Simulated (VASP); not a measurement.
Method: PBE GGA, VASP's PBE PAW potentials (set 64) (plane waves; VASP).

VASP ran on this input.

POSCAR:
```
CoSi2
1
    0.0000000000     2.6800000000     2.6800000000
    2.6800000000     0.0000000000     2.6800000000
    2.6800000000     2.6800000000     0.0000000000
Co Si
1 2
Direct
  0.0000000000   0.0000000000   0.0000000000
  0.2500000000   0.2500000000   0.2500000000
  0.7500000000   0.7500000000   0.7500000000
```

### KPOINTS
```
Regular mesh
0
G
8 8 8
```

### INCAR
```
LREAL  =  .FALSE.
ISIF  =  2   # forces and stress, cell fixed
ALGO  =  Normal
GGA  =  PE
NELM  =  100   # most electronic steps
ENCUT  =  400
EDIFF  =  1E-6   # SCF stop (eV)
LCHARG  =  .FALSE.
ISMEAR  =  1   # Methfessel-Paxton
SYSTEM  =  CoSi2
SIGMA  =  0.1   # width (eV)
LWAVE  =  .FALSE.
PREC  =  Accurate
LASPH  =  .TRUE.   # aspherical one-centre terms
LMAXMIX  =  4   # l cut-off of mixed one-centre charges
```

POTCAR, in this order: Co Si (PBE.64 set). Program: vasp_std.

Problem. What will the output report for the number of irreducible k-points (NKPTS), number of bands (NBANDS), largest plane-wave count, number of space-group operations, FFT grid (NGX, NGY, NGZ)?

Solution. 
```json
{
  "number of irreducible k-points (NKPTS)": "29",
  "number of bands (NBANDS)": "12",
  "largest_plane_wave_count": "725",
  "number_of_space_group_operations": "48",
  "FFT grid (NGX, NGY, NGZ)": "28 × 28 × 28"
}
```

The compound is CoSi2 in the fluorite structure. The cell was not relaxed at this level. The run is not spin-polarised, so no magnetic state was tried. The electron count is odd and the run is not spin-polarised, which forces a metal.
